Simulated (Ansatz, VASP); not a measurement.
# Cross-check of ZnGa37O57 (amorphous Ga2O3) between VASP and Ansatz, part 2 of 2

Aim: how closely do two programs agree when they are given the same cell, functional and k mesh? The structure shown is the start of the Ansatz relaxation below; VASP solves that cell, so the two are compared at the walk's first step.

VASP 6.6.1 and Ansatz 0.2.0.

So far: The structure; Ansatz: relaxation, PBE.

### 3. VASP: single point, PBE, start cell

Level of this step: PBE, spin-polarised from a ferromagnetic start; plane waves and PAW (Ga_d, Zn, O) (VASP).

The same cell, functional, mesh and smearing now go to VASP, with its own data sets.

Lines of VASP's logs that name or quote its potential files are left out, and so is its time.

INCAR

```
SYSTEM = ZnGa37O57
PREC = Accurate
ENCUT = 520
EDIFF = 1E-06
NELM = 200
ISMEAR = -1
SIGMA = 0.025
LREAL = Auto
ALGO = Normal
GGA = PE
NBANDS = 488
ISPIN = 2
MAGMOM = 0 0 0 0 -0 0 0 -0 0 -0 -0 0 -0 0 0 0 -0 0 0 0 0 -0 0 0 0 -0 -0 0 0 0 0 -0 -0 -0 -0 0 -0 0.06 0 0.05 0 0 0 0 0 0 0 -0 0 0 -0 0 0 0.01 0 0 0.01 -0 0 0 0 0.01 0.03 0 0 0 0 0 0 0 0.04 0.01 0 0 0.01 0 0.09 0 0 0 0 0 0 0.22 0.01 0.31 0 0.01 0 0.01 0 -0 0 0 0.01
LORBIT = 11
LWAVE = .FALSE.
LCHARG = .FALSE.
ISIF = 2
LASPH = .TRUE.
GGA_COMPAT = .FALSE.
NCORE = 2
```

POSCAR

```
ZnGa37O57
1.0
   10.8391200000      0.0000000000      0.0000000000
    0.0000000000     10.8391200000      0.0000000000
    0.0000000000      0.0000000000     10.8391200000
Ga Zn O
37 1 57
Direct
    0.9962801408      0.9489608012      0.6597122276
    0.6408915115      0.2410158758      0.3916092819
[... 1 atom line left out ...]
    0.5924189418      0.7198739381      0.5984434161
[... 1 atom line left out ...]
    0.7876561935      0.1860667656      0.8685114659
    0.3801600130      0.0033582062      0.6437238447
[... 4 atom lines left out ...]
    0.8554661264      0.3110215589      0.1593856328
    0.0948600993      0.5224132586      0.6708293662
[... 2 atom lines left out ...]
    0.1657699149      0.0924982840      0.8922680070
    0.2803917661      0.2942766571      0.7133420425
    0.6913937663      0.4759242448      0.6488903158
[... 3 atom lines left out ...]
    0.9044830208      0.4238628228      0.8569422610
[... 3 atom lines left out ...]
    0.3967757530      0.5390659020      0.5926126844
    0.4799374857      0.0941497096      0.9113101433
[... 5 atom lines left out ...]
    0.3692642945      0.2319560998      0.4552399088
    0.5244337179      0.2571610979      0.1453623541
    0.2617094377      0.3864797142      0.9805131782
[... 1 atom line left out ...]
    0.5777037250      0.2102107920      0.6756268037
    0.4932596004      0.3881588173      0.8645628058
    0.4795038712      0.2686564961      0.3154038335
    0.5273767612      0.0341263866      0.7336296674
[... 3 atom lines left out ...]
    0.1779480253      0.5375620899      0.0495704448
    0.4272302549      0.1199543874      0.0868520692
[... 2 atom lines left out ...]
    0.6406239621      0.1583892419      0.9651613784
[... 2 atom lines left out ...]
    0.1310438486      0.3639502100      0.6221538280
[... 1 atom line left out ...]
    0.6924270605      0.2903003196      0.2185694042
    0.3190757183      0.0174368399      0.8621825388
[... 1 atom line left out ...]
    0.1891020673      0.3102373624      0.1269106717
[... 1 atom line left out ...]
    0.3748920577      0.3741632162      0.5668541358
[... 2 atom lines left out ...]
    0.5246182347      0.1677534708      0.5175235628
    0.4503133096      0.3753164464      0.0323827027
[... 2 atom lines left out ...]
    0.8058311007      0.5421565588      0.7705607097
    0.6701005248      0.7926842770      0.7527271587
[... 2 atom lines left out ...]
    0.8500321059      0.3145181528      0.9812973747
[... 1 atom line left out ...]
    0.6379115648      0.3546966912      0.7746293057
    0.5400069378      0.5657931640      0.6861442626
    0.0496719291      0.5198946040      0.8370421215
[... 1 atom line left out ...]
    0.8967425400      0.2822830636      0.7574784669
    0.2189384378      0.7483356582      0.8615736333
    0.2888887659      0.1478441054      0.6127342441
[... 4 atom lines left out ...]
    0.7368033567      0.1190687067      0.6931743536
    0.4583582431      0.6679324521      0.4888404225
    0.3322871229      0.4471303943      0.8244303966
[... 1 atom line left out ...]
    0.4415026312      0.2329432648      0.7990224299
[... 1 atom line left out ...]
    0.2402778085      0.6120884352      0.6229841537
    0.7289337142      0.6213788573      0.5428392711
    0.7111555182      0.3309124726      0.5431990789
[... 4 atom lines left out ...]
    0.1893603909      0.2581205854      0.8656699068
```

KPOINTS

```
Automatic mesh
0
Gamma
1 1 1
0 0 0
```

PAW data sets: Ga_d, Zn and O (PBE family, release 64).

The run is started by

```console
$ mpirun -np 8 vasp_gam
```

Numbers of over 12 decimals in the logs are rounded to 6 here.

What it wrote:

```text
[banner, memory and clock lines left out]
running    8 mpi-ranks, on    1 nodes
[...]
LDA part: xc-table for (Slater+PW92), standard interpolation
 POSCAR, INCAR and KPOINTS ok, starting setup
[...]
entering main loop
       N       E                     dE             d eps       ncg     rms          rms(c)
DAV:   1     0.234858727753E+05    0.23486E+05   -0.30535E+05  1984   0.339E+03
DAV:   2     0.575046773703E+04   -0.17735E+05   -0.16834E+05  1952   0.102E+03
DAV:   3     0.268687959386E+03   -0.54818E+04   -0.51674E+04  2488   0.386E+02
DAV:   4    -0.563823366783E+03   -0.83251E+03   -0.81100E+03  2328   0.156E+02
[...]
DAV:  24    -0.547292985984E+03   -0.17107E-05   -0.54854E-05  2344   0.288E-02    0.772E-03
DAV:  25    -0.547292984104E+03    0.18802E-05   -0.72139E-06  2104   0.303E-02    0.351E-03
DAV:  26    -0.547292984024E+03    0.79483E-07   -0.43278E-06  1824   0.104E-02
   1 F= -.54729298E+03 E0= -.54728667E+03  d E =-.126230E-01  mag=    -0.9891
```

OUTCAR, selected parts (step 3):

```text
  Total        7.2260806    -11.3630012    -19.0646441     -1.3824358      8.2591093    -19.4100106
  in kB        9.0914114    -14.2962311    -23.9859659     -1.7392960     10.3911048    -24.4204848
  external PRESSURE =      -9.7302619 kB  Pullay stress =       0.0000000 kB

 POSITION                                       TOTAL-FORCE (eV/Angst)
 -----------------------------------------------------------------------------------
     10.79880     10.28590      7.15070        -0.058568      0.000392      0.008148
      6.94670      2.61240      4.24470         0.014749      0.092404     -0.041037
      1.56900      1.73260      2.22050         0.026051      0.056816     -0.052928
      6.42130      7.80280      6.48660        -0.050003     -0.146111      0.075608
      1.86910     10.06360      4.51280        -0.046622      0.001732     -0.036217
[...]
3.60170      4.84650      8.93610        -1.071256     -0.162946     -0.303503
      6.59780      9.61660      5.76350        -0.035283      0.061497      0.028904
      4.78550      2.52490      8.66070        -0.506462     -0.541583     -0.615898
      8.44010      8.90740      3.89860        -0.033634      0.014122      0.010908
      2.60440      6.63450      6.75260        -0.011546     -0.000096      0.010209
      7.90100      6.73520      5.88390         0.054965      0.012762     -0.047401
      7.70830      3.58680      5.88780         0.084711     -0.072786     -0.180841
      1.26410      0.54750      0.55920        -0.014201     -0.009489     -0.031034
[...]
-----------------------------------------------------------------------------------
    total drift:                               -0.012640     -0.011496      0.004196

  FREE ENERGIE OF THE ION-ELECTRON SYSTEM (eV)
  ---------------------------------------------------
  free  energy   TOTEN  =      -547.2929840244 eV

  energy  without entropy=     -547.2803610282  energy(sigma->0) =     -547.28667253

 magnetization (x)
# of ion       s       p       d       tot
------------------------------------------
    1        0.000  -0.000  -0.000  -0.000
    2        0.000  -0.000  -0.000  -0.000
    3        0.000   0.000  -0.000  -0.000
    4        0.000   0.000  -0.000  -0.000
    5        0.000   0.000  -0.000   0.000
    6        0.000   0.000  -0.000   0.000
    7        0.001   0.001  -0.000   0.001
    8        0.000   0.000  -0.000   0.000
    9       -0.000   0.000  -0.000  -0.000
   10        0.000   0.000  -0.000   0.000
   11        0.000   0.000  -0.000   0.000
   12        0.000   0.000  -0.000   0.000
   13        0.000   0.000   0.000   0.000
[...]
--------------------------------------------------
tot          0.004  -0.746  -0.120  -0.862

[... 3 further parts left out ...]
[key lines of the parts left out:]
E-fermi :   1.8038
```

The run ends at a pressure of -0.97 GPa, with forces up to 1.5 eV/Å.

### 4. Differences

Known differences besides the potentials themselves: VASP starts from the moments at which Ansatz ended; the cutoff is 420 eV in Ansatz and 520 eV in VASP (PREC = Accurate, projectors in real space). Total energies have different zeros and are not compared.

Forces on 7 of the 95 atoms, those with the largest forces and the largest differences (eV/Å; atoms numbered as in POSCAR):

| atom | Ansatz x, y, z | VASP x, y, z |
| --- | --- | --- |
| Ga35 | 0.493, 0.060, 0.125 | 0.497, 0.057, 0.139 |
| Ga37 | 0.452, 0.527, 0.023 | 0.447, 0.549, -0.005 |
| Zn38 | 0.979, 0.950, 0.047 | 1.053, 1.055, 0.083 |
| O62 | -0.538, -0.402, 1.052 | -0.548, -0.388, 1.135 |
| O71 | 0.564, -0.801, -0.699 | 0.656, -0.813, -0.708 |
| O84 | -0.999, -0.239, -0.239 | -1.071, -0.163, -0.304 |
| O86 | -0.454, -0.479, -0.591 | -0.506, -0.542, -0.616 |

The forces differ by 23 meV/Å r.m.s., which is 11.9 % of the r.m.s. force of 0.192 eV/Å (both taken over all components). Moments aren't recorded for both runs of this pair, so they may hold unlike magnetic states.

### 5. Outcome

```
r.m.s. force difference (single point, PBE, start cell) : 23 meV/Å
```

In words: The r.m.s. force difference is 23 meV/Å (single point, PBE, start cell), beyond the 12 meV/Å picked in this series as the mark of a large difference. What causes the difference of the single point, PBE, start cell pair stays open here. VASP runs on this material, other cells of it included, that failed, so that no pair exists: single point, PBE (timeout). How closely two codes agree says nothing of how well the functional describes the real material.

[Lines on the potential files, build, host, timing and source positions are cut from VASP's logs without a mark.]

[Logs are printed without paths, hosts, clocks, repeated set-up lines and the standing remarks that a program may print on its own settings, such as how far it seeks lower states.]

[Hosts, paths, dates, database ids (printed as entryN), source tags and the programs' standing remarks are cut or masked in the printed files.]
